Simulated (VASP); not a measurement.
Method: RPBE GGA, VASP's PBE PAW potentials (set 64) (plane waves; VASP 6.6.1).

A VASP calculation is set up with these files.

File POSCAR:
```
Cr
5.8086670
  0.5000000051   0.0000000000   0.0000000000
  0.0000000000   0.5000000051   0.0000000000
  0.0000000000   0.0000000000   0.5000000051
Cr
2
Cartesian
  0.0000000000   0.0000000000   0.0000000000
  0.2500000026   0.2500000026   0.2500000026
```

File KPOINTS:
```
Automatic mesh
0
G
14 14 14
```

INCAR:
```
SYSTEM  =  Cr
PREC  =  Accurate; ENCUT  =  520; LREAL  =  .FALSE.
LASPH  =  .TRUE.
EDIFF  =  1E-7; NELM  =  100; ALGO  =  Normal
LMAXMIX  =  4
ISMEAR  =  -5
GGA  =  RP
MAGMOM  =  1.5 -1.5
ISPIN  =  2
ISIF  =  2
LWAVE  =  .FALSE.; LCHARG  =  .TRUE.; LORBIT  =  11
NEDOS  =  601
```

POTCAR, in this order: Cr_pv (PBE.64 set). Program: vasp_std.

Task: Estimate the energy per atom (σ→0), cell moment, band gap (on the k-mesh).

Result: 
```json
{
 "energy per atom (σ→0)": "-9.026 eV/atom",
 "cell_moment": "0.00 μB",
 "band gap (on the k-mesh)": "none (metal, semimetal or under 0.01 eV)"
}
```

**OSZICAR**
```
...
DAV:  15    -0.180522342087E+02    0.22721E-05   -0.22886E-05  9672   0.354E-02    0.489E-03
DAV:  16    -0.180522316650E+02    0.25437E-05   -0.35772E-06 10488   0.987E-03    0.126E-03
DAV:  17    -0.180522314234E+02    0.24156E-06   -0.46714E-08  3968   0.231E-03    0.110E-03
DAV:  18    -0.180522315908E+02   -0.16732E-06   -0.69378E-08  3936   0.234E-03    0.110E-03
DAV:  19    -0.180522314845E+02    0.10626E-06   -0.41442E-08  3888   0.171E-03    0.499E-04
DAV:  20    -0.180522316667E+02   -0.18219E-06   -0.71096E-09  3888   0.592E-04    0.755E-05
DAV:  21    -0.180522316494E+02    0.17331E-07   -0.11474E-09  3848   0.297E-04
   1 F= -.18052232E+02 E0= -.18052232E+02  d E =0.000000E+00  mag=    -0.0000
```

The compound is Cr in the bcc, AFM order structure. It was relaxed first.
